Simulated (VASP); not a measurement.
An input for Quantum ESPRESSO's pw.x (written as the equivalent of a VASP run, and not itself run):

```
&CONTROL
  calculation = 'scf'
  pseudo_dir = './pseudo'
  outdir = './out'
  tprnfor = .true.
  tstress = .true.
/
&SYSTEM
  ibrav = 0
  nat = 2
  ntyp = 2
  ecutwfc = 82
  occupations = 'tetrahedra'
  input_dft = 'vdw-df2'
/
&ELECTRONS
  conv_thr = 7.3e-09
  electron_maxstep = 100
/
ATOMIC_SPECIES
  W 183.840 W.upf
  C 12.011 C.upf
CELL_PARAMETERS angstrom
     1.4904466   -2.5815293    0.0000000
     1.4904466    2.5815293    0.0000000
     0.0000000    0.0000000    2.8971125
ATOMIC_POSITIONS crystal
  W    0.0000000  0.0000000  0.0000000
  C    0.3333330  0.6666670  0.5000000
K_POINTS automatic
  16 16 14 0 0 0
```

**Question.** Translate this input to VASP (INCAR, KPOINTS, POSCAR, choice of POTCAR).

**Answer.** This is not unique; one that fits is 
### INCAR
```
SYSTEM = WC
PREC = Accurate
ENCUT = 520
EDIFF = 1E-7
NELM = 100
ALGO = Normal
LREAL = .FALSE.
LASPH = .TRUE.
ISMEAR = -5
GGA = ML
ZAB_VDW = -1.8867
LUSE_VDW = .TRUE.
AGGAC = 0.0
LMAXMIX = 6
LWAVE = .FALSE.
LCHARG = .TRUE.
LORBIT = 11
NEDOS = 601
ISIF = 2
```

POSCAR:
```
WC
1
    1.4904465845    -2.5815292909     0.0000000000
    1.4904465845     2.5815292909     0.0000000000
    0.0000000000     0.0000000000     2.8971124989
W C
1 1
Direct
  0.0000000000   0.0000000000   0.0000000000
  0.3333330000   0.6666670000   0.5000000000
```

KPOINTS:
```
Automatic mesh
0
Gamma
 16 16 14
0 0 0
```

POTCAR, in this order: W_sv C (PBE.64 set). Program: vasp_std.

What does not carry over: the potentials are each code's own (VASP's PAW set, PseudoDojo norm-conserving files in pw.x), so ENCUT and ecutwfc are chosen apart and not converted; conv_thr bounds pw.x's estimated SCF error, while EDIFF bounds the energy change between steps.

The compound is WC in the wc structure. It was relaxed first, which changed the volume by +7 %.
